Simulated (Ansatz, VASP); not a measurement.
# Si (amorphous Si at 2.15 g/cm^3): VASP beside Ansatz, part 2 of 3

Wanted: the spread between two codes on one cell, functional and k mesh. Of the first pair: The cell is taken from a series of runs on this material, whose earlier steps may have relaxed, scaled, displaced or heated it; both programs get it as it stands.

VASP 6.6.1 and Ansatz 0.2.0.

So far. Step 4 (Comparison): The forces differ by 2.1 meV/Å r.m.s., which is 0.9 % of the r.m.s. force of 0.220 eV/Å (both taken over all components).

**5. VASP: single point, PBE, pair 2**

Level of this step: PBE; plane waves and PAW (Si) (VASP).

A single point gives forces, pressure and levels at one fixed geometry, so differences don't come from the geometry; what else differs is listed under the comparison.

File INCAR:

```
SYSTEM = Si
PREC = Accurate
ENCUT = 500
EDIFF = 1E-06
NELM = 120
ISMEAR = -1
SIGMA = 0.025
LREAL = Auto
ALGO = Normal
GGA = PE
NBANDS = 216
LORBIT = 11
LWAVE = .FALSE.
LCHARG = .FALSE.
ISIF = 2
LASPH = .TRUE.
GGA_COMPAT = .FALSE.
EFERMI = MIDGAP
NCORE = 2
```

File POSCAR:

```
Si
1.0
   12.0113000000      0.0000000000      0.0000000000
    0.0000000000     12.0113000000      0.0000000000
    0.0000000000      0.0000000000     12.0113000000
Si
80
Direct
    0.0757800000      0.5496500000      0.7919000000
    0.5942200000      0.0070200000      0.5583100000
    0.0747900000      0.3657900000      0.5275000000
    0.5114700000      0.5113300000      0.7148200000
    0.6063400000      0.2336500000      0.7488800000
    0.7599100000      0.5099200000      0.1392400000
    0.5605500000      0.5845800000      0.3504900000
    0.5087200000      0.1792500000      0.5808500000
    0.6424800000      0.9231800000      0.7301400000
    0.6293700000      0.0696600000      0.8638100000
    0.3607600000      0.3068200000      0.1383500000
    0.7434500000      0.1865700000      0.1394200000
    0.2829300000      0.2797200000      0.7721600000
    0.6207200000      0.1306900000      0.2818300000
    0.1874000000      0.3733200000      0.1961000000
    0.2524300000      0.9846700000      0.6500700000
    0.0548800000      0.1418700000      0.0265000000
    0.4901300000      0.8663500000      0.4759300000
    0.3598000000      0.8254200000      0.6114400000
    0.6790500000      0.4851000000      0.6100900000
    0.0131100000      0.9971800000      0.4333800000
    0.4907600000      0.3976600000      0.0157900000
    0.8820000000      0.1443600000      0.4400400000
    0.0754100000      0.9465500000      0.0710400000
    0.2187700000      0.2383900000      0.4498000000
    0.7223700000      0.0367700000      0.4189100000
    0.0955000000      0.8517000000      0.8957500000
    0.0311300000      0.6352100000      0.0814000000
    0.5371800000      0.2677100000      0.4020200000
    0.1581300000      0.6678000000      0.9341800000
    0.3294800000      0.7171200000      0.0230200000
    0.4892800000      0.0251700000      0.9967100000
    0.2351400000      0.6892300000      0.5505400000
    0.3916400000      0.8749200000      0.9207500000
    0.4890200000      0.8047500000      0.7679500000
    0.2354700000      0.6555500000      0.3471100000
    0.4877100000      0.5976600000      0.0215800000
    0.0567600000      0.9932500000      0.6277700000
    0.5510800000      0.9828800000      0.1751200000
    0.3447100000      0.5300900000      0.5972200000
    0.9135500000      0.1796700000      0.9000400000
    0.7959000000      0.7940100000      0.7313300000
    0.9862900000      0.8447200000      0.7296500000
    0.7538800000      0.8553600000      0.3524700000
    0.3138600000      0.1672800000      0.6124500000
    0.6564700000      0.4285800000      0.4185100000
    0.1919700000      0.4326900000      0.6825300000
    0.7632100000      0.6646400000      0.5841900000
    0.6749600000      0.8286600000      0.1780300000
    0.4326600000      0.8860500000      0.2865400000
    0.0656800000      0.2207600000      0.2054500000
    0.2961200000      0.7829200000      0.2072200000
    0.2118700000      0.1534700000      0.9085800000
    0.3794100000      0.5270000000      0.3984300000
    0.6835000000      0.3510800000      0.0456300000
    0.4649400000      0.3507600000      0.8230400000
    0.3336300000      0.1248800000      0.0638000000
    0.3586800000      0.3388700000      0.3417400000
    0.6347100000      0.7350900000      0.4528000000
    0.9626700000      0.8098400000      0.1549100000
    0.2436100000      0.9852500000      0.1860100000
    0.8781900000      0.5484400000      0.9807400000
    0.8825700000      0.2443700000      0.2685500000
    0.0642100000      0.6850100000      0.6472400000
    0.9848700000      0.4958900000      0.3985900000
    0.8232900000      0.4273100000      0.3099700000
    0.6113300000      0.6389400000      0.1680100000
    0.5740100000      0.6456200000      0.8503700000
    0.7674600000      0.7003500000      0.8999600000
    0.1029600000      0.5444400000      0.2489200000
    0.8041700000      0.8573200000      0.0349500000
    0.9425300000      0.6647300000      0.4918100000
    0.0308900000      0.1572000000      0.7357200000
    0.2410600000      0.9703500000      0.8428800000
    0.1507200000      0.0910400000      0.3284800000
    0.7807400000      0.0568400000      0.9884300000
    0.7728100000      0.3421600000      0.7080400000
    0.8244800000      0.3646900000      0.8995300000
    0.9454000000      0.8209900000      0.3600700000
    0.9250900000      0.2556800000      0.6026300000
```

File KPOINTS:

```
Automatic mesh
0
Gamma
1 1 1
0 0 0
```

Potentials, in the order of the species: Si (PBE family, release 64).

Started as:

```
> mpirun -np 8 vasp_gam
```

Numbers of over 12 decimals in the logs are rounded to 6 here.

The log of the run:

```text
[... set-up lines as in an earlier step ...]
 entering main loop
       N       E                     dE             d eps       ncg     rms          rms(c)
DAV:   1     0.151179412729E+04    0.15118E+04   -0.13412E+05   432   0.126E+03
DAV:   2    -0.241689871822E+03   -0.17535E+04   -0.16250E+04   552   0.206E+02
DAV:   3    -0.422322675087E+03   -0.18063E+03   -0.17642E+03   536   0.596E+01
DAV:   4    -0.428023058166E+03   -0.57004E+01   -0.56571E+01   536   0.127E+01
[...]
DAV:  16    -0.419901859249E+03   -0.27420E-05   -0.36710E-06   456   0.375E-03    0.361E-03
DAV:  17    -0.419901861130E+03   -0.18814E-05   -0.32536E-06   400   0.314E-03    0.243E-03
DAV:  18    -0.419901861453E+03   -0.32250E-06   -0.39068E-07   312   0.123E-03
   1 F= -.41990186E+03 E0= -.41990096E+03  d E =-.180762E-02
```

From OUTCAR (step 5):

```text
  FREE ENERGIE OF THE ION-ELECTRON SYSTEM (eV)
  ---------------------------------------------------
  free  energy   TOTEN  =      -419.9018614528 eV

  energy  without entropy=     -419.9000538310  energy(sigma->0) =     -419.90095764
```

The run ends at a pressure of -1.50 GPa, with forces up to 0.035 eV/Å.

**6. Ansatz: single point, PBE, pair 2**

The same cell, functional, mesh and smearing now go to Ansatz, which takes its cutoff from its data sets.

The cell is taken from a series of runs on this material, whose earlier steps may have relaxed, scaled, displaced or heated it; both programs get it as it stands.

File input.yaml:

```yaml
crystal:
  lattice:
    - [12.0113, 0.0, 0.0]
    - [0.0, 12.0113, 0.0]
    - [0.0, 0.0, 12.0113]
  atoms:
    - { symbol: Si, position: [0.07578, 0.54965, 0.7919] }
    - { symbol: Si, position: [0.59422, 0.00702, 0.55831] }
    - { symbol: Si, position: [0.07479, 0.36579, 0.5275] }
    - { symbol: Si, position: [0.51147, 0.51133, 0.71482] }
    - { symbol: Si, position: [0.60634, 0.23365, 0.74888] }
    - { symbol: Si, position: [0.75991, 0.50992, 0.13924] }
    - { symbol: Si, position: [0.56055, 0.58458, 0.35049] }
    - { symbol: Si, position: [0.50872, 0.17925, 0.58085] }
    - { symbol: Si, position: [0.64248, 0.92318, 0.73014] }
    - { symbol: Si, position: [0.62937, 0.06966, 0.86381] }
    - { symbol: Si, position: [0.36076, 0.30682, 0.13835] }
    - { symbol: Si, position: [0.74345, 0.18657, 0.13942] }
    - { symbol: Si, position: [0.28293, 0.27972, 0.77216] }
    - { symbol: Si, position: [0.62072, 0.13069, 0.28183] }
    - { symbol: Si, position: [0.1874, 0.37332, 0.1961] }
    - { symbol: Si, position: [0.25243, 0.98467, 0.65007] }
    - { symbol: Si, position: [0.05488, 0.14187, 0.0265] }
    - { symbol: Si, position: [0.49013, 0.86635, 0.47593] }
    - { symbol: Si, position: [0.3598, 0.82542, 0.61144] }
    - { symbol: Si, position: [0.67905, 0.4851, 0.61009] }
    - { symbol: Si, position: [0.01311, 0.99718, 0.43338] }
    - { symbol: Si, position: [0.49076, 0.39766, 0.01579] }
    - { symbol: Si, position: [0.882, 0.14436, 0.44004] }
    - { symbol: Si, position: [0.07541, 0.94655, 0.07104] }
    - { symbol: Si, position: [0.21877, 0.23839, 0.4498] }
    - { symbol: Si, position: [0.72237, 0.03677, 0.41891] }
    - { symbol: Si, position: [0.0955, 0.8517, 0.89575] }
    - { symbol: Si, position: [0.03113, 0.63521, 0.0814] }
    - { symbol: Si, position: [0.53718, 0.26771, 0.40202] }
    - { symbol: Si, position: [0.15813, 0.6678, 0.93418] }
    - { symbol: Si, position: [0.32948, 0.71712, 0.02302] }
    - { symbol: Si, position: [0.48928, 0.02517, 0.99671] }
    - { symbol: Si, position: [0.23514, 0.68923, 0.55054] }
    - { symbol: Si, position: [0.39164, 0.87492, 0.92075] }
    - { symbol: Si, position: [0.48902, 0.80475, 0.76795] }
    - { symbol: Si, position: [0.23547, 0.65555, 0.34711] }
    - { symbol: Si, position: [0.48771, 0.59766, 0.02158] }
    - { symbol: Si, position: [0.05676, 0.99325, 0.62777] }
    - { symbol: Si, position: [0.55108, 0.98288, 0.17512] }
    - { symbol: Si, position: [0.34471, 0.53009, 0.59722] }
    - { symbol: Si, position: [0.91355, 0.17967, 0.90004] }
    - { symbol: Si, position: [0.7959, 0.79401, 0.73133] }
    - { symbol: Si, position: [0.98629, 0.84472, 0.72965] }
    - { symbol: Si, position: [0.75388, 0.85536, 0.35247] }
    - { symbol: Si, position: [0.31386, 0.16728, 0.61245] }
    - { symbol: Si, position: [0.65647, 0.42858, 0.41851] }
    - { symbol: Si, position: [0.19197, 0.43269, 0.68253] }
    - { symbol: Si, position: [0.76321, 0.66464, 0.58419] }
    - { symbol: Si, position: [0.67496, 0.82866, 0.17803] }
    - { symbol: Si, position: [0.43266, 0.88605, 0.28654] }
    - { symbol: Si, position: [0.06568, 0.22076, 0.20545] }
    - { symbol: Si, position: [0.29612, 0.78292, 0.20722] }
    - { symbol: Si, position: [0.21187, 0.15347, 0.90858] }
    - { symbol: Si, position: [0.37941, 0.527, 0.39843] }
    - { symbol: Si, position: [0.6835, 0.35108, 0.04563] }
    - { symbol: Si, position: [0.46494, 0.35076, 0.82304] }
    - { symbol: Si, position: [0.33363, 0.12488, 0.0638] }
    - { symbol: Si, position: [0.35868, 0.33887, 0.34174] }
    - { symbol: Si, position: [0.63471, 0.73509, 0.4528] }
    - { symbol: Si, position: [0.96267, 0.80984, 0.15491] }
    - { symbol: Si, position: [0.24361, 0.98525, 0.18601] }
    - { symbol: Si, position: [0.87819, 0.54844, 0.98074] }
    - { symbol: Si, position: [0.88257, 0.24437, 0.26855] }
    - { symbol: Si, position: [0.06421, 0.68501, 0.64724] }
    - { symbol: Si, position: [0.98487, 0.49589, 0.39859] }
    - { symbol: Si, position: [0.82329, 0.42731, 0.30997] }
    - { symbol: Si, position: [0.61133, 0.63894, 0.16801] }
    - { symbol: Si, position: [0.57401, 0.64562, 0.85037] }
    - { symbol: Si, position: [0.76746, 0.70035, 0.89996] }
    - { symbol: Si, position: [0.10296, 0.54444, 0.24892] }
    - { symbol: Si, position: [0.80417, 0.85732, 0.03495] }
    - { symbol: Si, position: [0.94253, 0.66473, 0.49181] }
    - { symbol: Si, position: [0.03089, 0.1572, 0.73572] }
    - { symbol: Si, position: [0.24106, 0.97035, 0.84288] }
    - { symbol: Si, position: [0.15072, 0.09104, 0.32848] }
    - { symbol: Si, position: [0.78074, 0.05684, 0.98843] }
    - { symbol: Si, position: [0.77281, 0.34216, 0.70804] }
    - { symbol: Si, position: [0.82448, 0.36469, 0.89953] }
    - { symbol: Si, position: [0.9454, 0.82099, 0.36007] }
    - { symbol: Si, position: [0.92509, 0.25568, 0.60263] }
kpoints:
  mp_grid: { grid: [1, 1, 1] }
hamiltonian:
  xc: pbe
scf:
  occupations: { method: fermi_dirac, width: 0.025 }
output:
  forces: true
  stress: true
  populations: true
  dos:
    method: { smearing: { sigma: 0.08 } }
    de: 0.1
    projected: { site_lists: { Si: [Si] } }
  eigenvalues: true
  write_density: true
  write_potential: true
  volumetric_format: npy
```

Started as:

```
> ansatz run input.yaml --threads 4 --pin off --max-ram 8192MiB --backend cpu --events-out ev --progress --plain --runs-dir out
```

The log of the run:

```text
[...]
Crystal: 80 atoms, lattice volume = 1732.886 Å³
Basis set: ecut = 420 eV, 33833 PW (Γ), exchange–correlation on 162×162×162 points (8 copies of the dense FFT grid, shifted against one another)
Bands: 240, of which v1, the nominal top of the filled ones, is band 160 counted from 1 (159 counted from 0)
Symmetry: 1 space group operations
[...]
k-points: 1
[...]
--- Löwdin populations: 80 sites ---
  site symbol       q [e]
     0     Si      4.1360
     1     Si      3.9453
     2     Si      3.9619
     3     Si      3.9509
     4     Si      3.9347
     5     Si      3.9933
     6     Si      3.9692
     7     Si      3.9707
[...]
76     Si      3.9647
    77     Si      3.9322
    78     Si      3.9991
    79     Si      3.9335
  spilling = 0.010728 (of n_electrons = 320.000000)
[key lines of the parts left out:]
SCF converged after 10 iterations
Free energy (F): -50850.743724 eV
Fermi energy:    5.631619 eV
P = ⅓ Tr σ = -1.4344 GPa (-14.344 kbar)
```

**7. Differences**

What differs besides the data sets and the points named for the pairs above, as far as they apply: the cutoff is 420 eV in Ansatz and 500 eV in VASP (PREC = Accurate, projectors in real space). Total energies have different zeros and are not compared.

Both answers:

```csv
quantity,Ansatz,VASP,difference
pressure (GPa),-1.43,-1.50,+0.07
gap on the k mesh (eV),0.297,0.298,-0.001
```

At this near-relaxed geometry the largest component of a force difference is 8 meV/Å. A gap on the mesh is an upper bound, since the band edges may lie between its points.

**8. Ansatz: relaxation, PBE**

The two programs are compared at the cell with which this relaxation starts, whose forces are those of its first step.

The structure compared here is the start of the Ansatz relaxation; VASP solves that cell, so the two are compared at the walk's first step.

File input.yaml:

```yaml
crystal:
  lattice:
    - [12.0113, 0.0, 0.0]
    - [0.0, 12.0113, 0.0]
    - [0.0, 0.0, 12.0113]
  atoms:
    - { symbol: Si, position: [0.07678, 0.5656, 0.80585] }
    - { symbol: Si, position: [0.59024, 0.00952, 0.55135] }
    - { symbol: Si, position: [0.06834, 0.36622, 0.53476] }
    - { symbol: Si, position: [0.51212, 0.50897, 0.71436] }
    - { symbol: Si, position: [0.60436, 0.22822, 0.74537] }
    - { symbol: Si, position: [0.79979, 0.52312, 0.13484] }
    - { symbol: Si, position: [0.54828, 0.59815, 0.33448] }
    - { symbol: Si, position: [0.50801, 0.18308, 0.57615] }
    - { symbol: Si, position: [0.63521, 0.92626, 0.72561] }
    - { symbol: Si, position: [0.62556, 0.06573, 0.86453] }
    - { symbol: Si, position: [0.44298, 0.26771, 0.16007] }
    - { symbol: Si, position: [0.7463, 0.1939, 0.13367] }
    - { symbol: Si, position: [0.2891, 0.28231, 0.77905] }
    - { symbol: Si, position: [0.59537, 0.14888, 0.25067] }
    - { symbol: Si, position: [0.19, 0.37598, 0.20798] }
    - { symbol: Si, position: [0.24811, 0.99192, 0.6565] }
    - { symbol: Si, position: [0.06149, 0.13945, 0.02755] }
    - { symbol: Si, position: [0.47638, 0.8764, 0.46479] }
    - { symbol: Si, position: [0.35675, 0.83433, 0.61141] }
    - { symbol: Si, position: [0.67798, 0.49008, 0.60563] }
    - { symbol: Si, position: [0.00517, 0.99844, 0.43514] }
    - { symbol: Si, position: [0.51872, 0.38864, 0.01504] }
    - { symbol: Si, position: [0.86713, 0.13993, 0.43376] }
    - { symbol: Si, position: [0.0861, 0.94784, 0.08263] }
    - { symbol: Si, position: [0.21571, 0.24687, 0.45802] }
    - { symbol: Si, position: [0.69982, 0.04707, 0.39332] }
    - { symbol: Si, position: [0.09448, 0.85101, 0.90764] }
    - { symbol: Si, position: [0.00533, 0.62591, 0.10591] }
    - { symbol: Si, position: [0.534, 0.27826, 0.40208] }
    - { symbol: Si, position: [0.14816, 0.66999, 0.96584] }
    - { symbol: Si, position: [0.33838, 0.70012, 0.03777] }
    - { symbol: Si, position: [0.4825, 0.01134, 0.994] }
    - { symbol: Si, position: [0.24095, 0.68648, 0.55771] }
    - { symbol: Si, position: [0.38772, 0.85888, 0.92202] }
    - { symbol: Si, position: [0.48552, 0.80331, 0.76402] }
    - { symbol: Si, position: [0.24081, 0.64278, 0.35697] }
    - { symbol: Si, position: [0.503, 0.58835, 0.01435] }
    - { symbol: Si, position: [0.05433, 0.98458, 0.62662] }
    - { symbol: Si, position: [0.54206, 0.97149, 0.1745] }
    - { symbol: Si, position: [0.34234, 0.52246, 0.6066] }
    - { symbol: Si, position: [0.91539, 0.18019, 0.90341] }
    - { symbol: Si, position: [0.79166, 0.80051, 0.72406] }
    - { symbol: Si, position: [0.98886, 0.83866, 0.73764] }
    - { symbol: Si, position: [0.73946, 0.86176, 0.34292] }
    - { symbol: Si, position: [0.31499, 0.17269, 0.61391] }
    - { symbol: Si, position: [0.64936, 0.44169, 0.414] }
    - { symbol: Si, position: [0.18241, 0.43133, 0.69092] }
    - { symbol: Si, position: [0.75614, 0.67225, 0.57643] }
    - { symbol: Si, position: [0.67288, 0.82432, 0.16451] }
    - { symbol: Si, position: [0.39576, 0.90262, 0.28257] }
    - { symbol: Si, position: [0.06271, 0.22737, 0.20331] }
    - { symbol: Si, position: [0.37739, 0.71559, 0.23559] }
    - { symbol: Si, position: [0.22727, 0.15295, 0.92134] }
    - { symbol: Si, position: [0.38034, 0.5119, 0.40903] }
    - { symbol: Si, position: [0.71448, 0.36501, 0.04148] }
    - { symbol: Si, position: [0.4717, 0.34907, 0.82492] }
    - { symbol: Si, position: [0.34241, 0.12232, 0.07579] }
    - { symbol: Si, position: [0.34429, 0.33614, 0.33125] }
    - { symbol: Si, position: [0.62205, 0.74193, 0.44644] }
    - { symbol: Si, position: [0.95868, 0.8132, 0.15632] }
    - { symbol: Si, position: [0.24292, 0.00457, 0.20236] }
    - { symbol: Si, position: [0.90491, 0.55542, 0.92499] }
    - { symbol: Si, position: [0.87902, 0.24675, 0.26996] }
    - { symbol: Si, position: [0.0632, 0.6839, 0.64424] }
    - { symbol: Si, position: [0.98083, 0.50017, 0.408] }
    - { symbol: Si, position: [0.82324, 0.43082, 0.311] }
    - { symbol: Si, position: [0.63225, 0.63124, 0.157] }
    - { symbol: Si, position: [0.58007, 0.64727, 0.84425] }
    - { symbol: Si, position: [0.77201, 0.7065, 0.89512] }
    - { symbol: Si, position: [0.10244, 0.54106, 0.26034] }
    - { symbol: Si, position: [0.80714, 0.85936, 0.03036] }
    - { symbol: Si, position: [0.93494, 0.67192, 0.4922] }
    - { symbol: Si, position: [0.97213, 0.13418, 0.72075] }
    - { symbol: Si, position: [0.24048, 0.96862, 0.85047] }
    - { symbol: Si, position: [0.14123, 0.10585, 0.33848] }
    - { symbol: Si, position: [0.78044, 0.0591, 0.98511] }
    - { symbol: Si, position: [0.76502, 0.34019, 0.7028] }
    - { symbol: Si, position: [0.83711, 0.36765, 0.88668] }
    - { symbol: Si, position: [0.93263, 0.82762, 0.35851] }
    - { symbol: Si, position: [0.90856, 0.25816, 0.58907] }
kpoints:
  mp_grid: { grid: [1, 1, 1] }
hamiltonian:
  xc: pbe
scf:
  occupations: { method: fermi_dirac, width: 0.025 }
output:
  forces: true
relax:
  f_tol: 0.05
  max_steps: 150
```

The log of the run:

```text
[...]
Crystal: 80 atoms, lattice volume = 1732.886 Å³
Basis set: ecut = 420 eV, 33833 PW (Γ), exchange–correlation on 162×162×162 points (8 copies of the dense FFT grid, shifted against one another)
Bands: 240, of which v1, the nominal top of the filled ones, is band 160 counted from 1 (159 counted from 0)
Symmetry: 1 space group operations
[...]
k-points: 1
[...]
SCF iter   1: F=—  HF=-50848.042104 eV  |F-HF|=—  |Δ(HF+E_count)|=         —  Δρ=3.13e-3  dr2=4.58e-1  ethr=1.77e-3  ⟨swp⟩=6.0  Hψ=1108  notcnv=0  defer=40
[...]
- { symbol: Si, position: [0.074793, 0.365794, 0.527500] }
    - { symbol: Si, position: [0.511474, 0.511331, 0.714819] }
    - { symbol: Si, position: [0.606342, 0.233654, 0.748878] }
    - { symbol: Si, position: [0.759911, 0.509925, 0.139242] }
    - { symbol: Si, position: [0.560550, 0.584578, 0.350490] }
    - { symbol: Si, position: [0.508720, 0.179245, 0.580848] }
[...]
- { symbol: Si, position: [0.772806, 0.342161, 0.708037] }
    - { symbol: Si, position: [0.824481, 0.364690, 0.899530] }
    - { symbol: Si, position: [0.945403, 0.820986, 0.360067] }
    - { symbol: Si, position: [0.925089, 0.255676, 0.602625] }
```

(Part 2 of 3 ends here.)

[Lines on the potential files, build, host, timing and source positions are cut from VASP's logs without a mark.]

[Logs are printed without paths, hosts, clocks, repeated set-up lines and the standing remarks that a program may print on its own settings, such as how far it seeks lower states.]

[Hosts, paths, dates, database ids (printed as entryN), source tags and the programs' standing remarks are cut or masked in the printed files.]
